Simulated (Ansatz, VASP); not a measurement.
# LiMg in two plane-wave programs, part 2 of 2

Wanted: the spread between two codes on one cell, functional and k mesh. The cell is taken from a series of runs on this material, whose earlier steps may have relaxed, scaled, displaced or heated it; both programs get it as it stands.

VASP 6.6.1 and Ansatz 0.2.0.

So far: Starting point; Ansatz: zone-centre phonons, PBEsol.

### 3. VASP: zone-centre phonons, PBEsol

Level of this step: PBEsol; plane waves and PAW (Li_sv, Mg) (VASP).

The same cell, functional, mesh and smearing now go to VASP, with its own data sets.

Lines of VASP's logs that name or quote its potential files are left out, and so is its time.

Contents of INCAR:

```
SYSTEM = LiMg
PREC = Accurate
ENCUT = 750
EDIFF = 1E-08
NELM = 120
ISMEAR = 1
SIGMA = 0.15
LREAL = .FALSE.
ALGO = Normal
GGA = PS
NBANDS = 8
LORBIT = 11
LWAVE = .FALSE.
LCHARG = .FALSE.
ISIF = 2
IBRION = 8
LASPH = .TRUE.
GGA_COMPAT = .FALSE.
KPAR = 2
```

Contents of POSCAR:

```
LiMg
1.0
    3.1054107774      0.0000000000      0.0000000000
   -1.5527053887      2.6893646224      0.0000000000
    0.0000000000      0.0000000000      5.0327798343
Li Mg
1 1
Direct
    0.0000000000      0.0000000000      0.0000000000
    0.6666666667      0.3333333333      0.5000000000
```

Contents of KPOINTS:

```
Automatic mesh
0
Gamma
15 15 8
0 0 0
```

The projector-augmented-wave data sets are Li_sv and Mg (PBE family, release 64).

Command:

```bash
$ mpirun -np 2 vasp_std
```

Numbers of over 12 decimals in the logs are rounded to 6 here.

Output:

```text
[banner, memory and clock lines left out]
running    2 mpi-ranks, on    1 nodes
 distrk:  each k-point on    1 cores,    2 groups
 distr:  one band on    1 cores,    1 groups

 POSCAR found type information on POSCAR LiMg
 POSCAR found :  2 types and       2 ions
|                                                                             |
|               ----> ADVICE to this user running VASP <----                  |
|                                                                             |
|     You enforced a specific xc type in the INCAR file but a different       |
|     [... a line on the potential file left out ...]
|     I HOPE YOU KNOW WHAT YOU ARE DOING!                                     |
|                                                                             |

 LDA part: xc-table for (Slater+PW92), standard interpolation
 POSCAR, INCAR and KPOINTS ok, starting setup
 FFT: planning ... GRIDC
 FFT: planning ... GRID_SOFT
 FFT: planning ... GRID
 WAVECAR not read
 entering main loop
       N       E                     dE             d eps       ncg     rms          rms(c)
DAV:   1     0.134357945800E+01    0.13436E+01   -0.16510E+03  2160   0.575E+02
DAV:   2    -0.360356329813E+01   -0.49471E+01   -0.48220E+01  2992   0.587E+01
DAV:   3    -0.381602156968E+01   -0.21246E+00   -0.21184E+00  3120   0.930E+00
DAV:   4    -0.382431349308E+01   -0.82919E-02   -0.82844E-02  3112   0.171E+00
DAV:   5    -0.382445954294E+01   -0.14605E-03   -0.14601E-03  3208   0.164E-01    0.969E-01
DAV:   6    -0.375887770976E+01    0.65582E-01   -0.13324E-01  2560   0.762E-01    0.555E-01
DAV:   7    -0.374391896083E+01    0.14959E-01   -0.45925E-02  2944   0.516E-01    0.231E-01
DAV:   8    -0.374205018968E+01    0.18688E-02   -0.17296E-03  2552   0.226E-01    0.217E-02
DAV:   9    -0.374203850990E+01    0.11680E-04   -0.16606E-04  2992   0.710E-02    0.154E-02
DAV:  10    -0.374204414163E+01   -0.56317E-05   -0.67969E-06  3280   0.169E-02    0.587E-03
DAV:  11    -0.374204261349E+01    0.15281E-05   -0.71922E-07  2752   0.595E-03    0.163E-03
DAV:  12    -0.374204195641E+01    0.65709E-06   -0.10342E-07  3728   0.213E-03    0.139E-04
DAV:  13    -0.374204189719E+01    0.59217E-07   -0.43147E-09  1688   0.578E-04    0.927E-05
DAV:  14    -0.374204190782E+01   -0.10633E-07   -0.47676E-10  1272   0.214E-04    0.113E-05
DAV:  15    -0.374204190137E+01    0.64487E-08   -0.14310E-10  1232   0.120E-04
   1 F= -.37420419E+01 E0= -.37414380E+01  d E =-.181156E-02
 Linear response reoptimize wavefunctions to high precision
DAV:   1    -0.374204190171E+01   -0.33640E-09   -0.32585E-11  1392   0.557E-05
DAV:   2    -0.374204190171E+01   -0.10800E-11   -0.10261E-11  1248   0.291E-05
 Linear response DOF=           4
 Linear response progress:
  Degree of freedom:   1/  4
       N       E                     dE             d eps       ncg     rms          rms(c)
RMM:   1    -0.166659644411E+00   -0.16666E+00    0.41891E+00 10717   0.233E+01
RMM:   2    -0.175815598022E+00   -0.91560E-02   -0.24230E-02 15618   0.131E+00    0.555E-02
RMM:   3    -0.175873743940E+00   -0.58146E-04   -0.31259E-03 19238   0.401E-01    0.280E-02
RMM:   4    -0.175760121986E+00    0.11362E-03   -0.50224E-04 19927   0.178E-01    0.201E-03
RMM:   5    -0.175821498975E+00   -0.61377E-04   -0.70639E-06 21239   0.240E-02    0.208E-03
RMM:   6    -0.176008317459E+00   -0.18682E-03   -0.50308E-06 18778   0.271E-02    0.581E-04
RMM:   7    -0.176028413306E+00   -0.20096E-04   -0.26128E-07 21678   0.439E-03    0.195E-04
RMM:   8    -0.176012998284E+00    0.15415E-04   -0.85639E-08 18971   0.343E-03    0.991E-05
RMM:   9    -0.176016795591E+00   -0.37973E-05    0.27900E-08 22399   0.804E-04    0.317E-05
RMM:  10    -0.176016239357E+00    0.55623E-06    0.23372E-08 22789   0.306E-04    0.198E-05
RMM:  11    -0.176015853468E+00    0.38589E-06    0.14905E-08 22882   0.936E-05    0.437E-06
RMM:  12    -0.176015908976E+00   -0.55507E-07    0.60317E-09 23944   0.289E-05    0.225E-06
RMM:  13    -0.176015966399E+00   -0.57423E-07    0.11849E-09 22345   0.844E-06    0.398E-07
RMM:  14    -0.176015980806E+00   -0.14407E-07    0.28760E-10 19355   0.421E-06    0.718E-08
 first order change of Fermi-energy  -0.27454E-05
 force on displaced ion       1 direction 1 :  -0.409   0.000   0.000
 Linear response progress:
  Degree of freedom:   2/  4
       N       E                     dE             d eps       ncg     rms          rms(c)
RMM:   1    -0.166793275739E+00   -0.16679E+00    0.70881E+00  3455   0.292E+01
RMM:   2    -0.176456532084E+00   -0.96633E-02   -0.25099E-02  5511   0.133E+00    0.638E-02
RMM:   3    -0.176545749120E+00   -0.89217E-04   -0.36325E-03  6649   0.441E-01    0.303E-02
RMM:   4    -0.176524286006E+00    0.21463E-04   -0.54465E-04  7212   0.187E-01    0.489E-03
RMM:   5    -0.176574576808E+00   -0.50291E-04   -0.10087E-05  7174   0.299E-02    0.142E-03
RMM:   6    -0.176664537565E+00   -0.89961E-04   -0.27190E-06  6772   0.184E-02    0.142E-03
RMM:   7    -0.176715051688E+00   -0.50514E-04   -0.75578E-06  7190   0.721E-03    0.871E-04
RMM:   8    -0.176751805803E+00   -0.36754E-04   -0.91819E-06  7346   0.313E-03    0.579E-05
RMM:   9    -0.176750540813E+00    0.12650E-05   -0.48017E-06  7970   0.682E-04    0.105E-05
RMM:  10    -0.176749639329E+00    0.90148E-06   -0.18953E-06  7605   0.351E-04    0.106E-05
RMM:  11    -0.176749800925E+00   -0.16160E-06   -0.11552E-06  8134   0.196E-04    0.437E-06
RMM:  12    -0.176749829743E+00   -0.28818E-07    0.75826E-08  7639   0.136E-04    0.315E-06
RMM:  13    -0.176749926967E+00   -0.97224E-07    0.19583E-07  8010   0.111E-04    0.180E-06
RMM:  14    -0.176750024933E+00   -0.97966E-07    0.27635E-07  7396   0.967E-05    0.367E-07
RMM:  15    -0.176750008316E+00    0.16617E-07   -0.10112E-08  6791   0.851E-05    0.962E-07
RMM:  16    -0.176750013314E+00   -0.49985E-08   -0.74007E-08  4758   0.763E-05    0.134E-06
 first order change of Fermi-energy   0.17950E-03
 force on displaced ion       1 direction 3 :  -0.000  -0.000  -1.978
 Linear response progress:
  Degree of freedom:   3/  4
       N       E                     dE             d eps       ncg     rms          rms(c)
RMM:   1    -0.127665242549E-02   -0.12767E-02   -0.12118E-03 18087   0.209E-01
RMM:   2    -0.129247273754E-02   -0.15820E-04   -0.27535E-05 18139   0.220E-02    0.232E-02
RMM:   3    -0.127697752764E-02    0.15495E-04   -0.12539E-06 20202   0.843E-03    0.148E-02
RMM:   4    -0.128244077141E-02   -0.54632E-05   -0.14344E-06 17608   0.120E-02    0.734E-04
RMM:   5    -0.128287809490E-02   -0.43732E-06   -0.85220E-08 21576   0.176E-03    0.162E-04
RMM:   6    -0.128290873926E-02   -0.30644E-07   -0.15749E-08 21934   0.389E-04    0.366E-05
RMM:   7    -0.128295902461E-02   -0.50285E-07   -0.49534E-09 22307   0.153E-04    0.566E-06
RMM:   8    -0.128295509709E-02    0.39275E-08    0.10534E-10 23351   0.481E-05    0.129E-06
 first order change of Fermi-energy  -0.12540E-05
 force on displaced ion       2 direction 1 :  -0.426   0.000   0.000
 Linear response progress:
  Degree of freedom:   4/  4
       N       E                     dE             d eps       ncg     rms          rms(c)
RMM:   1    -0.368502630501E-02   -0.36850E-02    0.14936E-02  6800   0.735E-01
RMM:   2    -0.388902795541E-02   -0.20400E-03   -0.43535E-04  6504   0.898E-02    0.230E-02
RMM:   3    -0.392925921744E-02   -0.40231E-04   -0.74693E-05  6896   0.374E-02    0.118E-02
RMM:   4    -0.396785833440E-02   -0.38599E-04   -0.11319E-05  6886   0.189E-02    0.438E-03
RMM:   5    -0.397154372254E-02   -0.36854E-05   -0.10750E-06  6962   0.747E-03    0.391E-04
RMM:   6    -0.397137874791E-02    0.16497E-06   -0.12163E-07  7587   0.217E-03    0.221E-04
RMM:   7    -0.397168310628E-02   -0.30436E-06   -0.25043E-08  7561   0.574E-04    0.670E-05
RMM:   8    -0.397194752275E-02   -0.26442E-06   -0.16501E-07  7801   0.251E-04    0.213E-05
RMM:   9    -0.397194353622E-02    0.39865E-08   -0.13103E-07  8138   0.677E-05    0.973E-06
RMM:  10    -0.397193856692E-02    0.49693E-08   -0.52369E-08  7921   0.271E-05    0.207E-06
 first order change of Fermi-energy  -0.21441E-03
 force on displaced ion       2 direction 3 :  -0.000  -0.000  -1.983
 Linear response finished
```

Parts of OUTCAR (step 3):

```text
ion  position               nearest neighbor table
   1  0.000  0.000  0.000-   2 3.09   2 3.09   2 3.09   2 3.09   2 3.09   2 3.09
   2  0.667  0.333  0.500-   1 3.09   1 3.09   1 3.09   1 3.09   1 3.09   1 3.09

  LATTYP: Found a hexagonal cell.
 ALAT       =     3.1054107774
 C/A-ratio  =     1.6206486662

 Subroutine GETGRP returns: Found 12 space group operations
 (whereof 12 operations were pure point group operations)

The static configuration has the point symmetry D_3h.

 Found    135 irreducible k-points:

   k-points           NKPTS =    135   k-points in BZ     NKDIM =    135   number of bands    NBANDS=      8

   dimension x,y,z NGX =    28 NGY =   28 NGZ =   48
   dimension x,y,z NGXF=    56 NGYF=   56 NGZF=   96

   ENCUT  =  750.0 eV  55.12 Ry    7.42 a.u.   6.93  6.93 11.24*2*pi/ulx,y,z

   NELECT =       5.0000    total number of electrons

 k-points in reciprocal lattice and weights: Automatic mesh
   0.00000000  0.00000000  0.00000000       0.001
   0.06666667  0.00000000  0.00000000       0.003
   0.13333333  0.00000000  0.00000000       0.003
   0.20000000  0.00000000  0.00000000       0.003
   0.26666667  0.00000000  0.00000000       0.003
   0.33333333  0.00000000  0.00000000       0.003
   0.40000000  0.00000000  0.00000000       0.003
   0.46666667  0.00000000  0.00000000       0.003
   0.06666667  0.06666667  0.00000000       0.003
[...]
0.33333333  0.26666667  0.50000000       0.007
   0.33333333  0.33333333  0.50000000       0.001

 average (electrostatic) potential at core
       1 -63.3990       2 -39.6993

  Total       -0.0210521     -0.0210521     -0.0130513      0.0000000     -0.0000000      0.0000000
  in kB       -0.8024718     -0.8024718     -0.4974949      0.0000000     -0.0000000      0.0000000
  external PRESSURE =      -0.7008129 kB  Pullay stress =       0.0000000 kB

  energy-cutoff  :      750.00
  volume of cell :       42.03
      direct lattice vectors                 reciprocal lattice vectors
     3.105410777  0.000000000  0.000000000     0.322018590  0.185917520  0.000000000
    -1.552705389  2.689364622  0.000000000     0.000000000  0.371835039  0.000000000
     0.000000000  0.000000000  5.032779834     0.000000000  0.000000000  0.198697347

 POSITION                                       TOTAL-FORCE (eV/Angst)
 -----------------------------------------------------------------------------------
      0.00000      0.00000      0.00000        -0.000000      0.000000      0.000000
      1.55271      0.89645      2.51639         0.000000      0.000000      0.000000
 -----------------------------------------------------------------------------------
    total drift:                                0.000000     -0.000000      0.000000

 Eigenvectors and eigenvalues of the dynamical matrix
 ----------------------------------------------------

   1 f  =    9.428816 THz    59.242996 2PiTHz  314.511438 cm-1    38.994431 meV
             X         Y         Z           dx          dy          dz
      0.000000  0.000000  0.000000     0.000000    0.000000    0.880738
      1.552705  0.896455  2.516390     0.000000    0.000000   -0.473605

   2 f  =    4.306445 THz    27.058191 2PiTHz  143.647538 cm-1    17.810017 meV
             X         Y         Z           dx          dy          dz
      0.000000  0.000000  0.000000     0.876903    0.000000    0.000000
      1.552705  0.896455  2.516390    -0.480667    0.000000    0.000000

   3 f  =    4.306445 THz    27.058191 2PiTHz  143.647538 cm-1    17.810017 meV
             X         Y         Z           dx          dy          dz
      0.000000  0.000000  0.000000     0.000000    0.876903    0.000000
      1.552705  0.896455  2.516390     0.000000   -0.480667    0.000000

   4 f/i=    0.005053 THz     0.031749 2PiTHz    0.168549 cm-1     0.020897 meV
             X         Y         Z           dx          dy          dz
      0.000000  0.000000  0.000000     0.000000    0.000000   -0.473605
      1.552705  0.896455  2.516390     0.000000    0.000000   -0.880738

   5 f/i=    0.036914 THz     0.231936 2PiTHz    1.231313 cm-1     0.152663 meV
             X         Y         Z           dx          dy          dz
      0.000000  0.000000  0.000000     0.000000    0.480667    0.000000
      1.552705  0.896455  2.516390     0.000000    0.876903    0.000000

   6 f/i=    0.036914 THz     0.231936 2PiTHz    1.231313 cm-1     0.152663 meV
             X         Y         Z           dx          dy          dz
      0.000000  0.000000  0.000000     0.480667    0.000000    0.000000
      1.552705  0.896455  2.516390     0.876903    0.000000    0.000000

 ELASTIC MODULI CONTR FROM IONIC RELAXATION (kBar)
 Direction    XX          YY          ZZ          XY          YZ          ZX
 --------------------------------------------------------------------------------
 XX        -181.7222    181.7222      0.0000      0.0000     -0.0000      0.0000
 YY         181.7222   -181.7222      0.0000     -0.0000      0.0000     -0.0000
 ZZ           0.0000      0.0000      0.0000      0.0000      0.0000      0.0000
 XY           0.0000     -0.0000      0.0000   -181.7222      0.0000     -0.0000
 YZ          -0.0000      0.0000      0.0000      0.0000     -0.0000      0.0000
 ZX           0.0000     -0.0000      0.0000     -0.0000      0.0000     -0.0000
 --------------------------------------------------------------------------------
```

### 4. Comparison

Known differences besides the potentials themselves: VASP's run holds the zone centre alone; the data sets hold 13 valence electrons in Ansatz (on its default PAW (the set named soft_2) files) and 5 in VASP; the cutoff is 420 eV in Ansatz and 750 eV in VASP; Ansatz makes its cores anew for this functional, VASP keeps those of its PBE data sets. Total energies have different zeros and are not compared.

Both answers:

| quantity | Ansatz | VASP | difference |
| --- | --- | --- | --- |
| optical mode 1 to 2 (cm⁻¹) | 146.3 | 143.6 | +1.87 % |
| optical mode 3 (cm⁻¹) | 315.4 | 314.5 | +0.28 % |

Modes are paired by rising frequency, not by their patterns, so a pair may set unlike modes beside each other; they are those without the splitting of longitudinal modes.

### 5. Results

| Property | Result |
| --- | --- |
| r.m.s. difference of the optical zone-centre modes, each program's sorted by frequency (zone-centre phonons, PBEsol) | 2.2 cm⁻¹ |
| difference in optical mode 1 to 2 (zone-centre phonons, PBEsol) | +1.9 % |

What this shows: The r.m.s. difference of the optical zone-centre modes, each program's sorted by frequency is 2.2 cm⁻¹ (zone-centre phonons, PBEsol). The data sets hold unlike numbers of valence electrons (13 in Ansatz and 5 in VASP), so part of the differences comes from the potentials. Among the rows given in per cent, the largest difference of the zone-centre phonons, PBEsol pair is in optical mode 1 to 2, +1.9 %. How closely two codes agree says nothing of how well the functional describes the real material.

[Lines on the potential files, build, host, timing and source positions are cut from VASP's logs without a mark.]

[Logs are printed without paths, hosts, clocks, repeated set-up lines and the standing remarks that a program may print on its own settings, such as how far it seeks lower states.]

[Hosts, paths, dates, database ids (printed as entryN), source tags and the programs' standing remarks are cut or masked in the printed files.]
